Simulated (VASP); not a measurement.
A VASP calculation is set up with these files.

### INCAR
```
! general
SYSTEM   =  HBr
PREC     =  Accurate
ENCUT    =  400
LREAL    =  .FALSE.
LASPH    =  .TRUE.

! electronic loop
EDIFF    =  1E-6
NELM     =  100
ALGO     =  Normal
LMAXMIX  =  4

! smearing
ISMEAR   =  0
SIGMA    =  0.05

! functional
GGA      =  PE

! output
LWAVE    =  .TRUE.
LCHARG   =  .FALSE.
```

### POSCAR
```
HBr
1.0
  0.0000000000   3.7122969242   3.8016750048
  1.6846628694   0.0000000000   3.8016750048
  1.6846628694   3.7122969242   0.0000000000
H Br
1 1
Cart
  0.0000000000   0.0000000000   0.0000000000
  1.6846628694   3.7122969242   3.8016750048
```

### KPOINTS
```
kpoints
0
G
 8 8 8
```

POTCAR, in this order: H Br (PBE.64 set). Program: vasp_std.

Translate this PBE calculation to Quantum ESPRESSO's pw.x.

One equivalent input (not run):
```
&CONTROL
  calculation = 'scf'
  pseudo_dir = './pseudo'
  outdir = './out'
  tprnfor = .true.
  tstress = .true.
/
&SYSTEM
  ibrav = 0
  nat = 2
  ntyp = 2
  ecutwfc = 72
  occupations = 'smearing'
  smearing = 'gaussian'
  degauss = 0.003675
  input_dft = 'pbe'
/
&ELECTRONS
  conv_thr = 7.3e-08
  electron_maxstep = 100
/
ATOMIC_SPECIES
  H 1.008 H.upf
  Br 79.904 Br.upf
CELL_PARAMETERS angstrom
    -0.0000000    3.7122969    3.8016750
     1.6846629   -0.0000000    3.8016750
     1.6846629    3.7122969    0.0000000
ATOMIC_POSITIONS crystal
  H    0.0000000  0.0000000  0.0000000
  Br   0.5000000  0.5000000  0.5000000
K_POINTS automatic
  8 8 8 0 0 0
```
The two are equivalent in intent, not identical: the potentials are each code's own (VASP's PAW set, PseudoDojo norm-conserving files in pw.x), so ENCUT and ecutwfc are chosen apart and not converted; conv_thr bounds pw.x's estimated SCF error, while EDIFF bounds the energy change between steps.

The structure comes from a measured HBr entry (Fmmm) of the Crystallography Open Database, whose conditions weren't checked. It was relaxed first.
